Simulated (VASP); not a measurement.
Output of a VASP run:

OSZICAR:
```
       N       E                     dE             d eps       ncg     rms          rms(c)
DAV:   1     0.562539612122E+01    0.56254E+01   -0.45609E+03   896   0.932E+02
DAV:   2    -0.367501339750E+01   -0.93004E+01   -0.91108E+01  1424   0.922E+01
DAV:   3    -0.378371590622E+01   -0.10870E+00   -0.10664E+00  1072   0.754E+00
DAV:   4    -0.378488542986E+01   -0.11695E-02   -0.11640E-02  1560   0.675E-01
DAV:   5    -0.378488618684E+01   -0.75698E-06   -0.75659E-06  1088   0.120E-02    0.125E+01
DAV:   6    -0.378751927617E+01   -0.26331E-02   -0.11939E-02  1056   0.873E-01    0.740E+00
DAV:   7    -0.379328662654E+01   -0.57674E-02   -0.17143E-02  1104   0.107E+00    0.109E-01
DAV:   8    -0.379306463389E+01    0.22199E-03   -0.15035E-03  1016   0.282E-01    0.520E-02
DAV:   9    -0.379306775948E+01   -0.31256E-05   -0.23684E-05  1392   0.520E-02    0.117E-02
DAV:  10    -0.379306717827E+01    0.58122E-06   -0.41163E-06  1064   0.166E-02
   1 F= -.37930672E+01 E0= -.37935428E+01  d E =0.142697E-02
```

**OUTCAR**
```
------------------------ aborting loop because EDIFF is reached ----------------------------------------
  FORCE on cell =-STRESS in cart. coord.  units (eV):
  Direction    XX          YY          ZZ          XY          YZ          ZX
  --------------------------------------------------------------------------------------
  Total       -0.2092937     -0.2092937     -0.2092937      0.0000000      0.0000000     -0.0000000
  in kB       -9.3736506     -9.3736506     -9.3736506      0.0000000      0.0000000     -0.0000000
  external PRESSURE =      -9.3736506 kB  Pullay stress =       0.0000000 kB
  volume of cell :       35.77
      direct lattice vectors                 reciprocal lattice vectors
     3.294979000  0.000000000  0.000000000     0.303492071  0.000000000  0.000000000
     0.000000000  3.294979000  0.000000000     0.000000000  0.303492071  0.000000000
     0.000000000  0.000000000  3.294979000     0.000000000  0.000000000  0.303492071
 POSITION                                       TOTAL-FORCE (eV/Angst)
 -----------------------------------------------------------------------------------
      0.00000      0.00000      0.00000         0.000000      0.000000      0.000000
 -----------------------------------------------------------------------------------
    total drift:                                0.000000      0.000000     -0.000000
  FREE ENERGIE OF THE ION-ELECTRON SYSTEM (eV)
  ---------------------------------------------------
  free  energy   TOTEN  =        -3.7930671783 eV

  energy  without entropy=       -3.7944941467  energy(sigma->0) =       -3.79354283
```
(Selected blocks of OUTCAR.)

POSCAR:
```
Tb
1
    3.2949790000     0.0000000000     0.0000000000
    0.0000000000     3.2949790000     0.0000000000
    0.0000000000     0.0000000000     3.2949790000
Tb
1
Direct
  0.0000000000   0.0000000000   0.0000000000
```

**Question.** Reconstruct the remaining input files.

**Answer.** One answer among several that fit: the input of the run itself, PBE GGA, plane waves, VASP's PBE PAW potentials (set 64).

INCAR:
```
LREAL = .FALSE.
ENCUT = 550   ! plane-wave cut-off (eV)
LASPH = .TRUE.   ! aspherical one-centre terms
ISIF = 2   ! forces and stress, cell fixed
GGA = PE   ! PBE
ALGO = Normal   ! blocked Davidson
NELM = 100
SIGMA = 0.1
LMAXMIX = 6
LCHARG = .FALSE.
LWAVE = .FALSE.
SYSTEM = Tb
EDIFF = 1E-6   ! SCF stop (eV)
ISMEAR = 1
PREC = Accurate
```

File KPOINTS:
```
kpoints
0
G
 10 10 10
0 0 0
```

POTCAR, in this order: Tb_3 (PBE.64 set). Program: vasp_std.

The 4f electrons are frozen in the core of the lanthanide potential, so 4f levels, which can set the real gap, and their magnetism are missing.

The structure was generated: Tb was put into the simple-cubic type (Pm-3m), which need not be its known phase. The cell was not relaxed at this level. The run is one of a series of settings (ENCUT = 550 against the base run), some of them coarse on purpose.
